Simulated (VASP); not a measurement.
A run of VASP 6.6.1:

The input INCAR:

```
SYSTEM = AlC3
PREC = Accurate ; ENCUT = 520
EDIFF = 1E-7 ; ISMEAR = -1
SIGMA = 0.15 ; LREAL = .False.
LASPH = .True. ; NELM = 100
ALGO = Normal ; ISIF = 2
LWAVE = .False. ; LCHARG = .True.
GGA = CA ; LELF = .True.
LVHAR = .True. ; NBANDS = 16
```

The input KPOINTS:

```
regular mesh
0
Gamma
  7 7 7
  0 0 0
```

The input POSCAR:

```
AlC3
1.0
    3.2079290000      0.0000000000      0.0000000000
    0.0000000000      3.2079290000      0.0000000000
    0.0000000000      0.0000000000      3.2079290000
Al C
1 3
Direct
    0.0000000000      0.0000000000      0.0000000000
    0.0000000000      0.5000000000      0.5000000000
    0.5000000000      0.0000000000      0.5000000000
    0.5000000000      0.5000000000      0.0000000000
```

Potentials or basis: VASP PAW LDA potentials, release 64 (Al, C).

The run is started by

```sh
$ cat potpaw_LDA.64/Al/POTCAR potpaw_LDA.64/C/POTCAR > POTCAR
$ mpirun -np 1 vasp_std > vasp.out
```

Hardware: 1 thread of Intel(R) Xeon(R) 6975P-C (Granite Rapids), on a shared host.

Task: Estimate the wall time of this run.

Result: Run time: 2.8 s on 1 thread of Intel(R) Xeon(R) 6975P-C (Granite Rapids), with other jobs on the host, peak memory 0.12 GiB. Counts: scf iterations 12, k points 20.
